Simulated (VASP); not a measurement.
The system is ScCu.

```
Sc Cu
1.0
     3.25600    0.00000    0.00000
     0.00000    3.25600    0.00000
     0.00000    0.00000    3.25600
Sc Cu
1 1
Direct
  0.50000 0.50000 0.50000
  0.00000 0.00000 0.00000
```

| Property | Result |
| --- | --- |
| Program | VASP 6.6.1 |
| Task | relaxation of cell and atoms |
| Functional | LDA |
| Potentials or basis | VASP PAW LDA potentials, release 64 (Sc_sv, Cu) |
| Cutoff | 600 eV |
| k mesh | 14 × 14 × 14 |
| Occupations | gaussian, width 0.1 eV |
| Spin | no spin polarisation |

At the start: pressure -7.0 GPa; volume 17.26 Å³/atom.

Task: Where does the relaxation end?

Result: Over 3 steps the energy falls by 30.4 meV/atom and the volume is 15.97 Å³/atom (-7.5 %); space group Pm-3m (No. 221, to 0.05 Å).

Step by step:
| step | energy change (eV) | largest force (eV/Å) | pressure (GPa) | volume (Å³) |
| --- | --- | --- | --- | --- |
| 1 | 0.0000 | 0.0000 | -7.03 | 34.52 |
| 2 | -0.0482 | 0.0000 | 3.88 | 30.87 |
| 3 | -0.0608 | 0.0000 | 0.00 | 31.93 |

Final structure:
```
Sc Cu
1.0
     3.17261    0.00000    0.00000
     0.00000    3.17261    0.00000
     0.00000    0.00000    3.17261
Sc Cu
1 1
Direct
  0.50000 0.50000 0.50000
  0.00000 0.00000 0.00000
```
